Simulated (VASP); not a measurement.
```
CELL_PARAMETERS angstrom
      0.00000     2.31000     2.31000
      2.31000     0.00000     2.31000
      2.31000     2.31000     0.00000
ATOMIC_POSITIONS crystal
  Li 0.25000 0.25000 0.25000
  Li 0.75000 0.75000 0.75000
  O  0.00000 0.00000 0.00000
```

Computed with PBE GGA, VASP's PBE PAW potentials (set 64) (plane waves; VASP). Settings: 600 eV cut-off, 8×8×8 Γ-centred mesh, Gaussian smearing of 0.050 eV, potentials Li_sv O.

Energy and stress use the plane-wave basis of the starting cell.

Task: The ions, cell shape and volume at an external pressure of 15.0 GPa are relaxed. What does this cell relax into?

Result: 
```
CELL_PARAMETERS angstrom
      0.00000     2.20494     2.20494
      2.20494     0.00000     2.20494
      2.20494     2.20494     0.00000
ATOMIC_POSITIONS crystal
  Li 0.25000 0.25000 0.25000
  Li 0.75000 0.75000 0.75000
  O  0.00000 0.00000 0.00000
```
Space group Fm-3m (225), at a tolerance of 0.03 Å.

Task: How do energy and volume change from the first to the last step?

Result: The energy (σ→0) changes by +43.9 meV/atom and the volume by -13.0 %, in 3 ionic steps.

The compound is Li2O in the antifluorite structure. This run relaxes it under an external pressure of 15 GPa. Symmetry was kept, so distortions that lower it aren't found.
